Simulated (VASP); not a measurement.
# A VASP study of SiC (Moissanite 3C) (PBE): structure first, properties next, part 6 of 6

Aim: relax SiC (Moissanite 3C) with PBE, compute its properties on that cell and hold them against experiment. The start is a cell from a database of measured crystal structures.

VASP 6.6.1, plane waves and PAW; the level of theory is named at each step.

So far, gap on the k-mesh (eV): step 2 (full relaxation (PBE)) 1.51; step 8 (volume scan with PBE, volume scale 0.94) 1.46; step 9 (volume scan with PBE, volume scale 0.96) 1.48; step 17 (independent-particle dielectric function (PBE)) 1.44; step 18 (starting orbitals for the hybrid) 1.82.

## (20) Band structure (TB-mBJ)

This step: TB-mBJ; plane waves and PAW (Si, C) (VASP 6.6.1).

The mesh alone shows little of the dispersion and can miss band extrema, so KPOINTS_OPT adds a path through the symmetry points after the self-consistent cycle. TB-mBJ is a local potential fitted to gaps: it costs far less than a hybrid but gives no energy.

Input file INCAR:

```
SYSTEM = SiC
PREC = Accurate
ENCUT = 520
EDIFF = 1E-06
NELM = 150
ISMEAR = 0
SIGMA = 0.05
LREAL = .FALSE.
ALGO = Normal
METAGGA = MBJ
LASPH = .TRUE.
NBANDS = 16
LORBIT = 11
LWAVE = .FALSE.
LCHARG = .FALSE.
KPAR = 2
```

Input file POSCAR:

```
SiC
1.0
    0.0000000000      2.1897073425      2.1897073425
    2.1897073425      0.0000000000      2.1897073425
    2.1897073425      2.1897073425      0.0000000000
Si C
1 1
Direct
    0.0000000000      0.0000000000      0.0000000000
    0.2500000000      0.2500000000      0.2500000000
```

Input file KPOINTS:

```
Automatic mesh
0
Gamma
9 9 9
0 0 0
```

Input file KPOINTS_OPT:

```
Line mode
16
Line-mode
Reciprocal
  0.00000000   0.00000000   0.00000000 GAMMA
  0.50000000   0.00000000   0.50000000 X

  0.50000000   0.00000000   0.50000000 X
  0.50000000   0.25000000   0.75000000 W

  0.50000000   0.25000000   0.75000000 W
  0.37500000   0.37500000   0.75000000 K

  0.37500000   0.37500000   0.75000000 K
  0.00000000   0.00000000   0.00000000 GAMMA

  0.00000000   0.00000000   0.00000000 GAMMA
  0.50000000   0.50000000   0.50000000 L

  0.50000000   0.50000000   0.50000000 L
  0.62500000   0.25000000   0.62500000 U

  0.62500000   0.25000000   0.62500000 U
  0.50000000   0.25000000   0.75000000 W

  0.50000000   0.25000000   0.75000000 W
  0.50000000   0.50000000   0.50000000 L

  0.50000000   0.50000000   0.50000000 L
  0.37500000   0.37500000   0.75000000 K

  0.62500000   0.25000000   0.62500000 U
  0.50000000   0.00000000   0.50000000 X
```

PAW data sets: Si and C (PBE family, release 64).

Run with:

```
mpirun -np 2 vasp_std
```

The program printed:

```text
[banner, memory and clock lines left out]
running    2 mpi-ranks, on    1 nodes
 distrk:  each k-point on    1 cores,    2 groups
 distr:  one band on    1 cores,    1 groups

 POSCAR found type information on POSCAR SiC
 POSCAR found :  2 types and       2 ions
|                                                                             |
|               ----> ADVICE to this user running VASP <----                  |
|                                                                             |
|     You enforced a specific xc type in the INCAR file but a different       |
|     [... a line on the potential file left out ...]
|     I HOPE YOU KNOW WHAT YOU ARE DOING!                                     |
|                                                                             |

 LDA part: xc-table for (None), standard interpolation
 POSCAR, INCAR and KPOINTS ok, starting setup
 FFT: planning ... GRIDC
 FFT: planning ... GRID_SOFT
 FFT: planning ... GRID
 WAVECAR not read
 entering main loop
       N       E                     dE             d eps       ncg     rms          rms(c)
DAV:   1     0.399230748208E+02    0.39923E+02   -0.38074E+03  1168   0.428E+02
DAV:   2     0.193000796373E+02   -0.20623E+02   -0.19738E+02  1504   0.939E+01
DAV:   3     0.188166649105E+02   -0.48341E+00   -0.48297E+00  1312   0.106E+01
DAV:   4     0.188158600827E+02   -0.80483E-03   -0.80482E-03  1472   0.567E-01
DAV:   5     0.188158586008E+02   -0.14819E-05   -0.14819E-05  1344   0.220E-02    0.835E+00
DAV:   6     0.212239656871E+02    0.24081E+01   -0.16946E+01  1240   0.152E+01    0.432E+00
DAV:   7     0.210294636004E+02   -0.19450E+00   -0.53728E+00  1256   0.811E+00    0.327E+00
DAV:   8     0.226147987269E+02    0.15853E+01   -0.26548E+00  1288   0.556E+00    0.127E+00
DAV:   9     0.226778588953E+02    0.63060E-01   -0.15091E+00  1328   0.441E+00    0.619E-01
DAV:  10     0.228824875282E+02    0.20463E+00   -0.28334E-01  1328   0.179E+00    0.472E-01
DAV:  11     0.228482635216E+02   -0.34224E-01   -0.95080E-02  1352   0.102E+00    0.365E-01
DAV:  12     0.229270731752E+02    0.78810E-01   -0.17777E-02  1320   0.509E-01    0.272E-01
DAV:  13     0.229641474590E+02    0.37074E-01   -0.14232E-03  1336   0.154E-01    0.288E-01
DAV:  14     0.229626983024E+02   -0.14492E-02   -0.42110E-04  1368   0.102E-01    0.215E-01
DAV:  15     0.229767276108E+02    0.14029E-01   -0.11577E-04  1392   0.498E-02    0.210E-01
DAV:  16     0.230104326086E+02    0.33705E-01   -0.98133E-04  1264   0.134E-01    0.106E-01
DAV:  17     0.230112869760E+02    0.85437E-03   -0.81519E-04  1288   0.123E-01    0.113E-01
DAV:  18     0.230216561151E+02    0.10369E-01   -0.20750E-04  1384   0.537E-02    0.763E-02
DAV:  19     0.230335372066E+02    0.11881E-01   -0.15166E-04  1280   0.616E-02    0.523E-02
DAV:  20     0.230502922199E+02    0.16755E-01   -0.17217E-04  1432   0.646E-02    0.117E-02
DAV:  21     0.230510350298E+02    0.74281E-03   -0.14082E-04  1248   0.472E-02    0.250E-02
DAV:  22     0.230544082832E+02    0.33733E-02   -0.45273E-05  1304   0.232E-02    0.111E-02
DAV:  23     0.230568187343E+02    0.24105E-02   -0.16761E-05  1304   0.171E-02    0.101E-02
DAV:  24     0.230585869516E+02    0.17682E-02   -0.26262E-06  1328   0.794E-03    0.575E-03
DAV:  25     0.230591453753E+02    0.55842E-03   -0.15118E-06   864   0.464E-03    0.637E-03
DAV:  26     0.230607097669E+02    0.15644E-02   -0.16671E-06   696   0.528E-03    0.259E-03
DAV:  27     0.230616046802E+02    0.89491E-03   -0.13219E-06  1120   0.560E-03    0.154E-03
DAV:  28     0.230619725500E+02    0.36787E-03   -0.16265E-07   568   0.244E-03    0.778E-04
DAV:  29     0.230619968264E+02    0.24276E-04   -0.25635E-08   584   0.880E-04    0.741E-04
DAV:  30     0.230621374403E+02    0.14061E-03   -0.19109E-08   568   0.633E-04    0.322E-04
DAV:  31     0.230620843720E+02   -0.53068E-04   -0.23584E-08   584   0.569E-04    0.604E-04
DAV:  32     0.230621913135E+02    0.10694E-03   -0.19288E-08   568   0.465E-04    0.254E-04
DAV:  33     0.230621626130E+02   -0.28701E-04   -0.11907E-08   560   0.391E-04    0.404E-04
DAV:  34     0.230622352695E+02    0.72657E-04   -0.74950E-09   560   0.308E-04    0.174E-04
DAV:  35     0.230622778120E+02    0.42542E-04   -0.49208E-09   560   0.330E-04    0.126E-04
DAV:  36     0.230622930765E+02    0.15264E-04   -0.57121E-10   560   0.153E-04    0.101E-04
DAV:  37     0.230623260053E+02    0.32929E-04   -0.70281E-10   560   0.129E-04    0.196E-05
DAV:  38     0.230623426926E+02    0.16687E-04   -0.47065E-10   560   0.113E-04    0.423E-06
DAV:  39     0.230623466446E+02    0.39519E-05   -0.50397E-11   560   0.467E-05    0.861E-06
DAV:  40     0.230623500747E+02    0.34302E-05   -0.89074E-12   560   0.156E-05    0.129E-05
DAV:  41     0.230623491593E+02   -0.91541E-06   -0.10817E-11   560   0.126E-05
   1 F= 0.23062349E+02 E0= 0.23062349E+02  d E =-.961127E-22
 Start KPOINTS_OPT (optional k-point list driver)
k-point batch [1-35\160]
       N       E                     dE             ncg
DAV:   1     0.121138649969E+04   -0.87313E+04     1144
DAV:   2     0.531986287046E+03   -0.67940E+03     1496
DAV:   3     0.518816161260E+03   -0.13170E+02     1360
DAV:   4     0.518794114872E+03   -0.22046E-01     1472
DAV:   5     0.518794069803E+03   -0.45069E-04     1328
DAV:   6     0.518794069687E+03   -0.11657E-06     1280
[...]
k-point batch [141-160\160]
       N       E                     dE             ncg
DAV:   1     0.554887306611E+04   -0.68847E+04      648
DAV:   2     0.516020750526E+04   -0.38867E+03      880
DAV:   3     0.515289138524E+04   -0.73161E+01      816
DAV:   4     0.515287912369E+04   -0.12262E-01      808
DAV:   5     0.515287909841E+04   -0.25281E-04      808
DAV:   6     0.515287909834E+04   -0.64650E-07      744
```

Wall time 38 s (2 MPI ranks of AMD EPYC 7R43, shared host); peak memory 0.23 GiB.

Parts of OUTCAR (step 20):

```text
   NELECT =       8.0000    total number of electrons

 E-fermi :   8.0338

 k-point     1 :       0.0000    0.0000    0.0000
  band No.  band energies     occupation
      1      -7.7156      2.00000
      2       7.7112      2.00000
      3       7.7112      2.00000
      4       7.7112      2.00000
      5      14.5460      0.00000
      6      15.6156      0.00000
      7      15.6156      0.00000
      8      15.6156      0.00000
      9      23.2467      0.00000
    ...

  Total       10.4120540     10.4120540     10.4120540      0.0000000      0.0000000     -0.0000000
  in kB      794.4357397    794.4357397    794.4357397      0.0000000      0.0000000     -0.0000000
  external PRESSURE =     794.4357397 kB  Pullay stress =       0.0000000 kB

 POSITION                                       TOTAL-FORCE (eV/Angst)
 -----------------------------------------------------------------------------------
      0.00000      0.00000      0.00000         0.000000      0.000000      0.000000
      1.09485      1.09485      1.09485        -0.000000     -0.000000     -0.000000
 -----------------------------------------------------------------------------------
    total drift:                                0.000013      0.000013      0.000013

  FREE ENERGIE OF THE ION-ELECTRON SYSTEM (eV)
  ---------------------------------------------------
  free  energy   TOTEN  =        23.0623491593 eV

  energy  without entropy=       23.0623491593  energy(sigma->0) =       23.06234916

[... 8 parts as in an earlier step ...]

[... 9 further parts left out ...]
```

This functional is a potential without an energy, so its energies, forces and stress mean nothing and are not read.

This step gave:

```yaml
scf_cycles: 41
bands: 16
irreducible_k_points: 35
fermi_energy: 8.034 eV
least_gap_on_mesh_and_path: 2.355 eV
least_direct_gap_on_mesh_and_path: 5.505 eV
```

Electronic bands along the path, in eV, zero at the valence-band top; v1 is the highest filled band, c1 the lowest empty one:

| point | v3 | v2 | v1 | c1 | c2 | c3 | c4 |
| --- | --- | --- | --- | --- | --- | --- | --- |
| Γ | 0.00 | 0.00 | 0.00 | 6.83 | 7.90 | 7.90 | 7.90 |
| 0.53 of the way | -3.71 | -2.05 | -2.05 | 4.60 | 6.88 | 11.72 | 11.72 |
| X | -7.59 | -3.15 | -3.15 | 2.35 | 5.07 | 15.44 | 15.44 |
| 0.47 of the way | -7.34 | -3.85 | -3.79 | 3.77 | 6.51 | 13.31 | 14.37 |
| W | -6.89 | -4.76 | -4.41 | 6.08 | 10.15 | 10.37 | 10.44 |
| 0.47 of the way | -7.00 | -5.07 | -3.51 | 5.20 | 8.82 | 11.32 | 12.26 |
| K | -7.11 | -5.25 | -2.57 | 4.03 | 8.48 | 12.94 | 13.44 |
| 0.53 of the way | -4.10 | -2.52 | -0.48 | 7.74 | 8.31 | 8.94 | 9.69 |
| Γ | 0.00 | 0.00 | 0.00 | 6.83 | 7.90 | 7.90 | 7.90 |
| 0.47 of the way | -3.82 | -0.57 | -0.57 | 6.68 | 8.65 | 8.65 | 9.96 |
| L | -8.23 | -1.09 | -1.09 | 6.06 | 8.05 | 8.05 | 11.19 |
| 0.53 of the way | -7.66 | -3.51 | -1.79 | 5.53 | 8.95 | 10.04 | 11.95 |
| U | -7.11 | -5.25 | -2.57 | 4.03 | 8.48 | 12.94 | 13.44 |
| 0.47 of the way | -7.02 | -5.11 | -3.33 | 4.98 | 8.73 | 11.54 | 12.53 |
| W | -6.89 | -4.76 | -4.41 | 6.08 | 10.15 | 10.37 | 10.44 |
| 0.47 of the way | -7.49 | -3.83 | -2.34 | 6.12 | 8.08 | 11.23 | 11.82 |
| L | -8.23 | -1.09 | -1.09 | 6.06 | 8.05 | 8.05 | 11.19 |
| 0.47 of the way | -7.79 | -3.08 | -1.66 | 5.81 | 8.55 | 9.62 | 12.04 |
| K | -7.11 | -5.25 | -2.57 | 4.03 | 8.48 | 12.94 | 13.44 |
| jump to U | -7.11 | -5.25 | -2.57 | 4.03 | 8.48 | 12.94 | 13.44 |
| 0.47 of the way | -7.43 | -4.15 | -2.98 | 3.11 | 6.15 | 14.53 | 14.84 |
| X | -7.59 | -3.15 | -3.15 | 2.35 | 5.07 | 15.44 | 15.44 |

Of the projections kept (Si, C), the largest for each band there; the rest of the weight can lie on other orbitals:

| point | v3 | v2 | v1 | c1 | c2 | c3 | c4 |
| --- | --- | --- | --- | --- | --- | --- | --- |
| Γ | C 0.88 | C 0.88 | C 0.88 | C 0.78 | Si 0.97 | Si 0.97 | Si 0.97 |
| X | Si 0.62 | C 0.60 | C 0.60 | Si 0.54 | Si 0.87 | C 0.59 | C 0.59 |
| W | Si 0.66 | C 0.63 | Si 0.50 | C 0.96 | C 0.54 | Si 0.68 | Si 0.73 |
| K | Si 0.63 | C 0.55 | C 0.63 | Si 0.55 | C 0.54 | C 0.51 | C 0.73 |
| Γ | C 0.88 | C 0.88 | C 0.88 | C 0.78 | Si 0.97 | Si 0.97 | Si 0.97 |
| L | Si 0.58 | C 0.73 | C 0.73 | Si 0.57 | Si 0.89 | Si 0.89 | C 0.93 |

The electronic bands as a text plot (rows in eV, shown from -8.0 to 7.9 only):

```
    7.6 |++ +       +        ++++++        +         +++ ++   +
    6.9 |+++ +                   +++++
    6.2 |     +    +  +     +         ++++++      +++++++++
    5.6 |   +  +  +  +     +                +    +         +   +
    4.9 |    +  ++  +  +  +                  +  +           +   +
    4.3 |     +         ++                    ++             +
    3.6 |          +                                          +
    2.9 |      +  +                                            +
    2.3 |       ++                                              +
    1.6 |
    0.9 |
    0.3 |                        **
   -0.4 |**                  ***** ****
   -1.0 | **                *   *      *****           ***
   -1.7 |   *              *  **    *      **         ** ***
   -2.4 |   ***          **    *             ***     **   * **
   -3.0 |      ****     *    *       *      *   *   *         ***
   -3.7 |    *     *   *      *                    * *     *   *
   -4.4 |     *     ***    **         *      *   ** *
   -5.0 |             *** *  *                ******        ***
   -5.7 |      *         *  *
   -6.3 |                  *           *
   -7.0 |       *   *******             *     *******       ***
   -7.7 |        ***                        **       **   **   **
         Γ       X    W  K        Γ      L     U  W     L   K|U X
```

The gap moves by +0.98 eV against PBE.

## (21) Summary of results

- relaxed volume: 10.50 Å³/atom
- relaxed conventional cell a, b, c: 4.379, 4.379, 4.379 Å
- space group after relaxing, within 0.02 Å: F-43m (No. 216)
- band gap: 1.37 eV, indirect (least direct gap of that run 4.53 eV)
- gap among the points of the DOS mesh alone, an upper bound: 1.44 eV
- static dielectric constant from modes and Born charges, mean: 10.4
- LO mode by the Lyddane-Sachs-Teller relation: 941 cm⁻¹
- electronic dielectric constant, mean: 7.07
- highest zone-centre mode: 775 cm⁻¹
- bulk modulus from the fit: 212 GPa
- volume from the fit: 10.5 Å³/atom
- strongest peak of ε2, mean over directions: 6.68 eV
- ε1 at zero frequency, no local fields, mean: 7.23
- band gap (HSE06): 2.26 eV, indirect (least direct gap of that run 5.73 eV)
- band gap (TB-mBJ): 2.35 eV, indirect (least direct gap of that run 5.50 eV)

What this shows: With PBE, SiC (Moissanite 3C) relaxes to 10.50 Å³/atom in space group F-43m (held by the symmetry of the run), has an indirect gap of 1.37 eV (2.26 eV with HSE06) and has a bulk modulus of 212 GPa. Against the listed cell the volume lies +1.5 %. Zone-centre phonons (PBE): The infrared spectrum is led by the line at 775 cm⁻¹. Zone-centre phonons (PBE): The highest mode in this list at Γ, 775.0 cm⁻¹, is mostly motion of C (70 % of the kinetic energy). Bands along the symmetry lines (HSE06): The path shows an indirect gap of 2.26 eV (valence top at Γ, conduction bottom at X). The least direct gap is 5.73 eV. Band structure (TB-mBJ): The path shows an indirect gap of 2.35 eV (valence top at Γ, conduction bottom at X). The least direct gap is 5.50 eV. The other levels ran on the cell relaxed with PBE, and without spin-orbit coupling unless named. Semilocal functionals usually underestimate gaps. Modes at Γ alone can't show that the crystal is stable at other wave vectors, and the LO-TO splitting is not included. No search among competing phases was made, and a listed structure need not be the one stable at ambient conditions. All values are for a static lattice at zero temperature.

Comparison with the measured values:

```
                         quantity  measured             PBE  Birch-Murnaghan fit, PBE
           lattice constant a (Å)     4.357  4.379 (+0.5 %)                         -
          ε∞ (mean of the tensor)      6.49   7.07 (+8.9 %)                         -
               bulk modulus (GPa)       225               -              212 (-5.7 %)
infrared mode, TO at Gamma (cm⁻¹)     797.5    775 (-2.8 %)                         -
               LO mode, LO (cm⁻¹)       972    941 (-3.1 %)                         -
```

Measured values from arxiv:1210.3244 (2012), arxiv:astro-ph/9903031 (1999), pmc:9505936 (2022), arxiv:0803.1210 (2008) and pmc:7200658 (2020).

**Verdict.** The lattice constant a is off by +0.5 %: good agreement. The ε∞ is off by +8.9 %: fair agreement. The bulk modulus is off by -5.7 %: fair agreement. The infrared mode is off by -2.8 %: good agreement. The LO mode is off by -3.1 %: good agreement. The grades are ours: good and fair within 0.7 and 1.5 % for the lattice constant a, 7 and 18 % for the ε∞, 5 and 12 % for the bulk modulus and 3 and 7 % for the infrared mode. For lattice constants, bulk modulus and infrared mode the calculation has a static lattice, without zero-point motion or thermal expansion (measured at up to 292 K). As a rule both would widen the computed cell, so the excess over experiment is if anything larger than shown.

[Lines on the potential files, build, host, timing and source positions are cut from VASP's logs without a mark.]

[Logs are printed without paths, hosts, clocks, repeated set-up lines and the standing remarks that a program may print on its own settings, such as how far it seeks lower states.]

[Hosts, paths, dates, database ids (printed as entryN), source tags and the programs' standing remarks are cut or masked in the printed files.]

[A measured line is paired with the nearest computed mode of its activity, which favours agreement.]
